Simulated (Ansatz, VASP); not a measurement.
## Mg6ZrW in VASP and in Ansatz

```
W Zr Mg
1.0
     4.94201    0.00000    0.00000
     0.00000    3.03953    5.57427
     0.00000   -3.03953    5.57427
W Zr Mg
1 1 6
Cartesian
  2.4710 0.0000 7.7867
  0.0000 0.0000 8.9243
  2.4710 0.0000 1.9547
  2.4710 1.5392 4.7687
  2.4710 -1.5392 4.7687
  0.0000 0.0000 3.6630
  0.0000 1.4817 6.3640
  0.0000 -1.4817 6.3640
```

The cell comes from a database or a generator and needn't be the stable form of this composition.

Alike in both runs: task single point; functional RPBE; k mesh 6 × 5 × 5; occupations gaussian, width 0.05 eV; no spin polarisation.

```csv
,VASP,Ansatz
version,VASP 6.6.1,Ansatz 0.2.0
potentials or method,"VASP PAW PBE potentials, release 64 (W_sv, Zr_sv, Mg)",Ansatz PAW
plane-wave cutoff (eV),520,420
valence electrons in the cell,38,86
```

|  | VASP | Ansatz | Ansatz less VASP |
| --- | --- | --- | --- |
| gap on the k mesh at the Fermi level (eV) | none | none | - |
| pressure (GPa) | 1.5 | 1.7 | +0.16 |
| largest component of the traceless stress (GPa) | 0.22 | 0.24 | +0.021 |
| rms of the force components (eV/Å) | 0.010 | 0.009 | -0.0012 |

Atom by atom the forces differ by 0.004 eV/Å (rms over components). A gap of «none» marks a metal or a gap that the smearing closes. The two sets of potentials don't hold the same shells in valence.

Caveats: the PAW data sets were made with another functional, which shifts forces and pressure a little (VASP); the PAW data sets come from PBE, with cores solved anew for the run's functional, which leaves a small shift of forces and pressure (Ansatz). The runs have no spin-orbit coupling, so splittings on W are missing.
